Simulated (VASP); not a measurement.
Consider the following.

```
Bi2CaMg2
1.0
    4.73831     0.00000     0.00000
   -2.36916     4.10350     0.00000
    0.00000     0.00000     7.58236
Ca Mg Bi
1 2 2
Direct
  0.00000   0.00000   0.00000
  0.66667   0.33333   0.37082
  0.33333   0.66667   0.62918
  0.33333   0.66667   0.23738
  0.66667   0.33333   0.76262
```

All values below come from PBEsol GGA, VASP's PBE PAW potentials (set 64) (plane waves; VASP). Numerical set-up: 400 eV cut-off, 12×12×7 Γ-centred mesh, Gaussian smearing of 0.010 eV, potentials Ca_sv Mg Bi_d.

Q: The job: Bi2CaMg2 (space group P-3m1), 5 atoms, PBEsol, optics run with many empty bands, 400 eV, 12×12×7 Γ-centred mesh. Roughly how much core time does it take on a busy server core?

A: About 20 core-minutes (one run on a shared machine, a rough figure). It had 112 irreducible k-points, 78 bands, up to 2713 plane waves and 13 electronic steps.

The structure comes from a computed database's Bi2CaMg2 entry (P-3m1); how it stands against other phases isn't given here. It was relaxed first.
